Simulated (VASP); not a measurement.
Crystal: ZnGe2N2.

```
Zn Ge N
1.0
     6.07039   -0.10754   -0.06073
    -1.56416    2.71880    0.02273
    -0.07870    0.02260    8.13623
Zn Ge N
2 4 4
Direct
  0.96382 0.00956 0.01516
  0.48031 0.02966 0.99017
  0.11853 0.58186 0.36941
  0.64492 0.64625 0.35137
  0.33846 0.36103 0.63283
  0.84739 0.38639 0.65157
  0.98086 0.97182 0.73711
  0.52643 0.03661 0.75145
  0.99150 0.98908 0.23405
  0.49524 0.95640 0.24077
```

The cell was built by a generator and needn't be a form met in nature.

```yaml
Program: VASP 6.6.1
Task: relaxation of cell and atoms
Functional: PBE
Potentials_or_basis: VASP PAW PBE potentials, release 64 (Zn, Ge_d, N)
Cutoff: 520 eV
k_mesh: 8 × 8 × 3
Occupations: gaussian, width 0.15 eV
Spin: no spin polarisation
```

At the start: pressure 5.8 GPa; volume 13.29 Å³/atom.

Where does the relaxation end?

Over 40 steps the energy falls by 187.6 meV/atom and the volume is 13.52 Å³/atom (+1.8 %); space group P2_1/m (No. 11, to 0.05 Å).

The path:
| step | energy change (eV) | largest force (eV/Å) | pressure (GPa) | volume (Å³) |
| --- | --- | --- | --- | --- |
| 1 | 0.0000 | 4.9124 | 5.83 | 132.90 |
| 2 | -1.2449 | 1.3421 | -4.70 | 142.40 |
| 3 | -1.3260 | 1.5698 | -3.09 | 139.70 |
| 4 | -1.5991 | 0.5854 | 0.47 | 135.41 |
| 5 | -1.6020 | 0.6828 | 0.45 | 135.01 |
| 6 | -1.6565 | 0.3354 | 0.11 | 135.21 |
| 7 | -1.6605 | 0.3490 | -0.09 | 135.28 |
| 8 | -1.6817 | 0.3423 | -0.02 | 135.19 |
| 9 | -1.6992 | 0.3464 | 0.05 | 135.04 |
| 10 | -1.7190 | 0.3508 | 0.05 | 135.04 |
| 11 | -1.7436 | 0.3488 | 0.23 | 135.04 |
| 12 | -1.7499 | 0.4796 | 0.35 | 135.03 |
| 13 | -1.7543 | 0.3727 | 0.28 | 135.04 |
| 14 | -1.7678 | 0.3431 | 0.25 | 135.19 |
| 15 | -1.7969 | 0.3910 | -0.32 | 135.67 |
| 16 | -1.7694 | 0.4948 | -1.11 | 136.63 |
| 17 | -1.8029 | 0.3986 | -0.67 | 135.91 |
| 18 | -1.8283 | 0.3432 | -0.03 | 135.34 |
| 19 | -1.8418 | 0.2715 | 0.70 | 134.62 |
| 20 | -1.8541 | 0.1780 | -0.18 | 135.37 |
| 21 | -1.8562 | 0.1521 | -0.26 | 135.69 |
| 22 | -1.8541 | 0.2248 | -0.70 | 136.34 |
| 23 | -1.8564 | 0.1534 | -0.65 | 135.89 |
| 24 | -1.8629 | 0.1550 | -0.50 | 135.37 |
| 25 | -1.8634 | 0.1620 | 0.00 | 134.93 |
| 26 | -1.8637 | 0.1638 | 0.33 | 135.01 |
| 27 | -1.8675 | 0.1369 | 0.34 | 135.30 |
| 28 | -1.8680 | 0.1236 | -0.30 | 135.50 |
| 29 | -1.8681 | 0.1311 | -0.16 | 135.44 |
| 30 | -1.8712 | 0.0932 | 0.15 | 135.24 |
| 31 | -1.8723 | 0.0757 | 0.20 | 135.11 |
| 32 | -1.8721 | 0.1134 | 0.15 | 134.85 |
| 33 | -1.8726 | 0.0768 | 0.19 | 135.00 |
| 34 | -1.8747 | 0.0737 | 0.15 | 135.28 |
| 35 | -1.8745 | 0.1051 | -0.33 | 135.43 |
| 36 | -1.8747 | 0.0817 | -0.12 | 135.34 |
| 37 | -1.8754 | 0.0347 | 0.17 | 135.16 |
| 38 | -1.8754 | 0.0349 | 0.06 | 135.18 |
| 39 | -1.8754 | 0.0327 | 0.05 | 135.17 |
| 40 | -1.8756 | 0.0214 | -0.01 | 135.25 |

Final structure:
```
Zn Ge N
1.0
     6.26172    0.02620   -0.00350
    -1.55363    2.69078    0.00007
    -0.00358   -0.00403    8.00763
Zn Ge N
2 4 4
Direct
  0.92828 0.93641 0.99817
  0.54883 0.05706 0.99671
  0.15492 0.66348 0.35424
  0.65098 0.65981 0.35600
  0.32259 0.33030 0.64069
  0.82659 0.33405 0.63861
  0.99468 0.00198 0.74861
  0.48758 0.99503 0.74656
  0.99018 0.99885 0.24817
  0.48284 0.99170 0.24612
```
